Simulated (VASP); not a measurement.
Given:

```yaml
crystal:
  lattice:
    - [2.03762, -3.52927, 0.00000]
    - [2.03762, 3.52927, 0.00000]
    - [0.00000, 0.00000, 5.13552]
  atoms:
    - { symbol: Se, position: [0.00000, 0.24645, 0.66667] }
    - { symbol: Se, position: [0.75355, 0.75355, 0.00000] }
    - { symbol: Se, position: [0.24645, 0.00000, 0.33333] }
```

Computed with PBE GGA with D3 dispersion (Becke-Johnson damping), VASP's PBE PAW potentials (set 64) (plane waves; VASP 6.6.1). Numerical set-up: 520 eV cut-off, Gaussian smearing of 0.050 eV, potentials Se.

Give the energies of bands 4 to 12 at the high-symmetry points, in eV from the valence-band maximum.

```csv
band,Γ,M,K,A,L,H
4,-3.67,-5.50,-5.21,-4.70,-6.33,-5.92
5,-3.49,-4.96,-5.21,-3.13,-4.39,-5.46
6,-3.49,-3.79,-3.24,-3.13,-4.25,-5.46
7,-1.91,-3.55,-3.24,-1.42,-2.42,-1.20
8,-1.91,-1.52,-3.02,-1.39,-1.94,-0.06
9,-0.56,-1.02,-2.42,-1.39,-0.13,-0.06
10,1.42,1.44,3.18,0.90,1.27,0.46
11,1.42,1.71,3.18,0.94,2.46,2.20
12,2.02,4.19,3.68,0.94,2.90,2.20
```

The gap is indirect, 0.46 eV, from the valence maximum at L-H at 0.78 to the conduction minimum at H.

The compound is Se in the trig structure. It was relaxed first, which changed the volume by -10 %.
